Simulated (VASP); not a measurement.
```yaml
crystal:
  lattice:
    - [1.36293, -2.36067, 0.00000]
    - [1.36293, 2.36067, 0.00000]
    - [0.00000, 0.00000, 4.38001]
  atoms:
    - { symbol: Tc, position: [0.33333, 0.66667, 0.25000] }
    - { symbol: Tc, position: [0.66667, 0.33333, 0.75000] }
```

Computed with SCAN meta-GGA, VASP's PBE PAW potentials (set 64) (plane waves; VASP 6.6.1). Settings: 520 eV cut-off, 17×17×9 Γ-centred mesh, tetrahedra with Blöchl corrections, potentials Tc_pv.

Q: Give the energies of bands 7 to 16 at the high-symmetry points, in eV from the Fermi level.

A: 
```tsv
band	Γ	M	K	A	L	H
7	-8.05	-5.81	-5.10	-5.95	-5.75	-4.17
8	-5.92	-5.08	-3.71	-5.95	-5.75	-4.17
9	-1.62	-5.03	-3.71	-2.11	-4.00	-3.54
10	-1.62	-1.98	-3.16	-2.11	-4.00	-3.54
11	-1.60	-1.26	-2.04	-1.76	0.21	-1.97
12	-0.86	-1.13	-2.04	-1.76	0.21	-1.97
13	-0.86	-0.56	-0.06	-1.76	1.41	-0.08
14	-0.06	3.24	2.54	-1.76	1.41	-0.08
15	-0.06	3.66	2.54	2.09	3.52	2.87
16	1.51	3.70	2.99	2.09	3.52	2.87
```

It has no gap at this level: it comes out as a metal or semimetal.

The compound is Tc in the hcp structure. It was relaxed first.
